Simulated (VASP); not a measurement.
# LiWS3 (Pm-3m) in VASP: reference runs

How does LiWS3 come out in PBE? The cell is run as given.

Program: VASP 6.6.1. These are calculated values, not measurements. Logs are shortened: lines on timing, memory, paths and dates and some standing lists are left out, and cuts for length are marked.

**1. Starting point**

It takes space group Pm-3m (No. 221, cubic). The conventional cell has a = 4.403 Å, b = 4.403 Å, c = 4.403 Å, α = 90.00°, β = 90.00°, γ = 90.00°. Around Li (site symmetry m-3m) lie 6 S at 2.20 Å. W (site symmetry m-3m) has 12 S at 3.11 Å as nearest neighbours. Around S (site symmetry 4/mmm) lie 2 Li at 2.20 Å.

The cell was built by a generator and needn't be a form met in nature.

**2. Single point, PBE**

Contents of INCAR:

```
SYSTEM = LiWS3
  PREC = Accurate
  ENCUT = 520
  EDIFF = 1E-7
  ISMEAR = -1
  SIGMA = 0.05
  LREAL = .False.
  LASPH = .True.
  NELM = 100
  ALGO = Normal
  ISIF = 2
  LWAVE = .False.
  LCHARG = .False.
  GGA = PE
  NBANDS = 26
```

Contents of KPOINTS:

```
regular mesh
0
Gamma
  6 6 6
  0 0 0
```

Contents of POSCAR:

```
LiWS3
1.0
    4.4028645200      0.0000000000      0.0000000000
    0.0000000000      4.4028645200      0.0000000000
    0.0000000000      0.0000000000      4.4028645200
Li W S
1 1 3
Direct
    0.5000000000      0.5000000000      0.5000000000
    0.0000000000      0.0000000000      0.0000000000
    0.5000000000      0.5000000000      0.0000000000
    0.5000000000      0.0000000000      0.5000000000
    0.0000000000      0.5000000000      0.5000000000
```

Potentials or basis: VASP PAW PBE potentials, release 64 (Li_sv, W_sv, S).

Launch:

```sh
$ cat potpaw_PBE.64/Li_sv/POTCAR potpaw_PBE.64/W_sv/POTCAR potpaw_PBE.64/S/POTCAR > POTCAR
$ mpirun -np 1 vasp_std > vasp.out
```

OUTCAR:

```text
SYSTEM = LiWS3
   PREC = Accurate
   ENCUT = 520
   EDIFF = 1E-7
   ISMEAR = -1
   LREAL = .False.
   LASPH = .True.
   NELM = 100
   ISIF = 2
   GGA = PE

 ion  position               nearest neighbor table
   1  0.500  0.500  0.500-   3 2.20   4 2.20   5 2.20   3 2.20   4 2.20   5 2.20
   2  0.000  0.000  0.000-   3 3.11   4 3.11   5 3.11   4 3.11   5 3.11   3 3.11   5 3.11   5 3.11
                             3 3.11   4 3.11   4 3.11   3 3.11
   3  0.500  0.500  0.000-   1 2.20   1 2.20   2 3.11   2 3.11   2 3.11   2 3.11
   4  0.500  0.000  0.500-   1 2.20   1 2.20   2 3.11   2 3.11   2 3.11   2 3.11
   5  0.000  0.500  0.500-   1 2.20   1 2.20   2 3.11   2 3.11   2 3.11   2 3.11

  LATTYP: Found a simple cubic cell.
 ALAT       =     4.4028645200

  Lattice vectors:

 A1 = (   4.4028645200,   0.0000000000,   0.0000000000)
 A2 = (   0.0000000000,   4.4028645200,   0.0000000000)
 A3 = (   0.0000000000,   0.0000000000,   4.4028645200)

Analysis of symmetry for initial positions (statically):
=====================================================================
 Subroutine PRICEL returns:
 Original cell was already a primitive cell.

 Routine SETGRP: Setting up the symmetry group for a
 simple cubic supercell.

 Subroutine GETGRP returns: Found 48 space group operations
 (whereof 48 operations were pure point group operations)
 out of a pool of 48 trial point group operations.

The static configuration has the point symmetry O_h .

Analysis of symmetry for dynamics (positions and initial velocities):
=====================================================================
 Subroutine PRICEL returns:
 Original cell was already a primitive cell.

 Routine SETGRP: Setting up the symmetry group for a
 simple cubic supercell.

 Subroutine GETGRP returns: Found 48 space group operations
 (whereof 48 operations were pure point group operations)
 out of a pool of 48 trial point group operations.

The dynamic configuration has the point symmetry O_h .

 Subroutine INISYM returns: Found 48 space group operations
 (whereof 48 operations are pure point group operations),
 and found     1 'primitive' translations

----------------------------------------------------------------------------------------

                                     Primitive cell

  volume of cell :      85.3505

  direct lattice vectors                    reciprocal lattice vectors
     4.402864520  0.000000000  0.000000000     0.227124863  0.000000000  0.000000000
     0.000000000  4.402864520  0.000000000     0.000000000  0.227124863  0.000000000
     0.000000000  0.000000000  4.402864520     0.000000000  0.000000000  0.227124863

  length of vectors
     4.402864520  4.402864520  4.402864520     0.227124863  0.227124863  0.227124863

  position of ions in fractional coordinates (direct lattice)
     0.500000000  0.500000000  0.500000000
     0.000000000  0.000000000  0.000000000
     0.500000000  0.500000000  0.000000000
     0.500000000  0.000000000  0.500000000
     0.000000000  0.500000000  0.500000000

  ion indices of the primitive-cell ions
   primitive index   ion index
                 1           1
                 2           2
                 3           3
                 4           4
                 5           5

----------------------------------------------------------------------------------------

 KPOINTS: regular mesh

Automatic generation of k-mesh.
 Grid dimensions read from file:
 generate k-points for:    6    6    6

 Generating k-lattice:

  Cartesian coordinates                     Fractional coordinates (reciprocal lattice)
     0.037854144  0.000000000  0.000000000     0.166666667  0.000000000  0.000000000
     0.000000000  0.037854144  0.000000000     0.000000000  0.166666667  0.000000000
     0.000000000  0.000000000  0.037854144     0.000000000  0.000000000  0.166666667

  Length of vectors
     0.037854144  0.037854144  0.037854144

  Shift w.r.t. Gamma in fractional coordinates (k-lattice)
     0.000000000  0.000000000  0.000000000

 Subroutine IBZKPT returns following result:
 ===========================================

 Found     20 irreducible k-points:

 Following reciprocal coordinates:
            Coordinates               Weight
  0.000000  0.000000  0.000000      1.000000
  0.166667  0.000000  0.000000      6.000000
  0.333333  0.000000  0.000000      6.000000
  0.500000  0.000000  0.000000      3.000000
  0.166667  0.166667  0.000000     12.000000
  0.333333  0.166667  0.000000     24.000000
[... 12 lines left out ...]
  0.500000  0.500000  0.333333      6.000000
  0.500000  0.500000  0.500000      1.000000
   k-points           NKPTS =     20   k-points in BZ     NKDIM =     20   number of bands    NBANDS=     26
   number of dos      NEDOS =    301   number of ions     NIONS =      5
   total plane-waves  NPLWV =  46656
   dimension x,y,z NGX =    36 NGY =   36 NGZ =   36
   dimension x,y,z NGXF=    72 NGYF=   72 NGZF=   72
   ions per type =               1   1   3
   NGX,Y,Z   is equivalent  to a cutoff of  13.59, 13.59, 13.59 a.u.
   NGXF,Y,Z  is equivalent  to a cutoff of  27.19, 27.19, 27.19 a.u.
 SYSTEM =  LiWS3
   PREC   = accura    normal or accurate (medium, high low for compatibility)
   ISTART =      0    job   : 0-new  1-cont  2-samecut
   ICHARG =      2    charge: 1-file 2-atom 10-const
   ISPIN  =      1    spin polarized calculation?
   LNONCOLLINEAR =      F non collinear calculations
   LSORBIT =      F    spin-orbit coupling
   LASPH  =      T    aspherical Exc in radial PAW
   ENCUT  =  520.0 eV  38.22 Ry    6.18 a.u.   8.19  8.19  8.19*2*pi/ulx,y,z
   NELM   =    100;   NELMIN=  2; NELMDL= -5     # of ELM steps
   EDIFF  = 0.1E-06   stopping-criterion for ELM
   LREAL  =      F    real-space projection
   EDIFFG = 0.1E-05   stopping-criterion for IOM
   NSW    =      0    number of steps for IOM
   IBRION =     -1    ionic relax: 0-MD 1-quasi-New 2-CG
   NFREE  =      0    steps in history (QN), initial steepest desc. (CG)
   ISIF   =      2    stress and relaxation
   ISYM   =      2    0-nonsym 1-usesym 2-fastsym
   POTIM  = 0.5000    time-step for ionic-motion
   TEBEG  =    0.0;   TEEND  =   0.0 temperature during run
   PSTRESS=    0.0 pullay stress
   NELECT =      35.0000    total number of electrons
   NUPDOWN=      -1.0000    fix difference up-down
   EMIN   =  10.00;   EMAX   =-10.00  energy-range for DOS
   EFERMI =   0.00;   METHOD = LEGACY
   ISMEAR =    -1;   SIGMA  =   0.05  broadening in eV -4-tet -1-fermi 0-gaus
   EFERMI_NEDOS =   21; number of points for ismear=-14 and -15
   IALGO  =     38    algorithm
   IMIX   =      4    mixing-type and parameters
     AMIX     =   0.40;   BMIX     =  1.00
     AMIX_MAG =   1.60;   BMIX_MAG =  1.00
  volume/ion in A,a.u.               =      17.07       115.19
  Fermi-wavevector in a.u.,A,eV,Ry     =   1.216267  2.298411 20.127166  1.479305
  Thomas-Fermi vector in A             =   2.351626
   LORBIT       =      0    0 simple, 1 ext, 2 COOP (PROOUT), +10 PAW based schemes
   GGA     = PE    functional components
   LHFCALC =     F    Hartree Fock is set to
   AEXX    =    0.0000 exact exchange contribution
   IVDW    =     0    specifies the selected vdW correction
   LEPSILON=     F    determine dielectric tensor
   LRPA    =     F    only Hartree local field effects (RPA)
 non-spin polarized calculation
  energy-cutoff  :      520.00
  volume of cell :       85.35
 maximum number of plane-waves:      2325
 NGX is ok and might be reduce to    36
   NGX = 17   NGY = 17   NGZ = 17

 number of electron      35.0000007 magnetization

 Free energy of the ion-electron system (eV)
  ---------------------------------------------------
  ext. energy  EPLUGINS =         0.00000000
  ---------------------------------------------------
  free energy    TOTEN  =       -22.09306207 eV

  energy without entropy =      -22.01026787  energy(sigma->0) =      -22.05166497

 E-fermi :   5.8318     XC(G=0): -10.6540

 val. band max:        5.8215188989   @ k =   0.5000   0.0000   0.0000
 cond. band min:       5.8482061306   @ k =   0.3333   0.3333   0.1667
 fundamental gap:      0.0266872317
 Fermi energy:         5.8317950848

 k-point     1 :       0.0000    0.0000    0.0000
  band No.  band energies     occupation
      1     -69.2790      2.00000
      2     -38.2403      2.00000
      3     -33.3374      2.00000
      4     -33.3374      2.00000
      5     -33.3374      2.00000
      6      -8.2976      2.00000
[... 18 lines left out ...]
     25      13.6109      0.00000
     26      13.6109      0.00000

 k-point     2 :       0.1667    0.0000    0.0000
  band No.  band energies     occupation
      1     -69.2789      2.00000
      2     -38.2401      2.00000
      3     -33.3382      2.00000
      4     -33.3373      2.00000
      5     -33.3373      2.00000
      6      -8.1620      2.00000
[... 18 lines left out ...]
     25      13.5251      0.00000
     26      13.9782      0.00000

 k-point     3 :       0.3333    0.0000    0.0000
  band No.  band energies     occupation
      1     -69.2789      2.00000
      2     -38.2400      2.00000
      3     -33.3399      2.00000
      4     -33.3372      2.00000
      5     -33.3372      2.00000
      6      -7.7799      2.00000
[... 18 lines left out ...]
     25      13.1773      0.00000
     26      13.6029      0.00000

 k-point     4 :       0.5000    0.0000    0.0000
  band No.  band energies     occupation
      1     -69.2789      2.00000
      2     -38.2398      2.00000
      3     -33.3408      2.00000
      4     -33.3371      2.00000
      5     -33.3371      2.00000
      6      -7.3821      2.00000
[... 18 lines left out ...]
     25      13.0269      0.00000
     26      13.0367      0.00000
[... 380 lines left out ...]
      1     -69.2789      2.00000
      2     -38.2393      2.00000
      3     -33.3403      2.00000
      4     -33.3394      2.00000
      5     -33.3394      2.00000
      6      -6.7459      2.00000
[... 18 lines left out ...]
     25      13.5131      0.00000
     26      13.9262      0.00000

 k-point    19 :       0.5000    0.5000    0.3333
  band No.  band energies     occupation
      1     -69.2789      2.00000
      2     -38.2392      2.00000
      3     -33.3402      2.00000
      4     -33.3402      2.00000
      5     -33.3393      2.00000
      6      -6.4979      2.00000
[... 18 lines left out ...]
     25      13.3403      0.00000
     26      14.0435      0.00000

 k-point    20 :       0.5000    0.5000    0.5000
  band No.  band energies     occupation
      1     -69.2789      2.00000
      2     -38.2391      2.00000
      3     -33.3401      2.00000
      4     -33.3401      2.00000
      5     -33.3401      2.00000
      6      -6.4778      2.00000
[... 18 lines left out ...]
     25      13.1646      0.00000
     26      13.1646      0.00000

------------------------ aborting loop because EDIFF is reached ----------------------------------------

  FORCE on cell =-STRESS in cart. coord.  units (eV):
  Direction    XX          YY          ZZ          XY          YZ          ZX
  --------------------------------------------------------------------------------------
  -------------------------------------------------------------------------------------
  Total       -4.0355356     -4.0355356     -4.0355356      0.0000000      0.0000000     -0.0000000
  in kB      -75.7540405    -75.7540405    -75.7540405      0.0000000      0.0000000     -0.0000000
  external PRESSURE =     -75.7540405 kB  Pullay stress =       0.0000000 kB

 VOLUME and BASIS-vectors are now :
 -----------------------------------------------------------------------------
  energy-cutoff  :      520.00
  volume of cell :       85.35
      direct lattice vectors                 reciprocal lattice vectors
     4.402864520  0.000000000  0.000000000     0.227124863  0.000000000  0.000000000
     0.000000000  4.402864520  0.000000000     0.000000000  0.227124863  0.000000000
     0.000000000  0.000000000  4.402864520     0.000000000  0.000000000  0.227124863

 POSITION                                       TOTAL-FORCE (eV/Angst)
 -----------------------------------------------------------------------------------
      2.20143      2.20143      2.20143         0.000000      0.000000      0.000000
      0.00000      0.00000      0.00000         0.000000      0.000000      0.000000
      2.20143      2.20143      0.00000         0.000000      0.000000      0.000000
      2.20143      0.00000      2.20143         0.000000      0.000000      0.000000
      0.00000      2.20143      2.20143         0.000000      0.000000      0.000000
 -----------------------------------------------------------------------------------
    total drift:                                0.000000      0.000000      0.000000

  FREE ENERGIE OF THE ION-ELECTRON SYSTEM (eV)
  ---------------------------------------------------
  free  energy   TOTEN  =       -22.0930620735 eV

  energy  without entropy=      -22.0102678651  energy(sigma->0) =      -22.05166497
```

Wall time 1.8 min (1 thread of AMD EPYC 7R43 (Zen 3), shared host); peak memory 0.17 GiB.

What came out:

```
Free energy            : -22.0931 eV
Band gap on the k mesh : none (metal or under the smearing width)
```

Caveat: the cutoff is under 1.25 times the usual one of these potentials, so pressure, stress and relaxed cells hold a basis-set (Pulay) error. Spin-orbit coupling is left out, which matters for the levels of W.
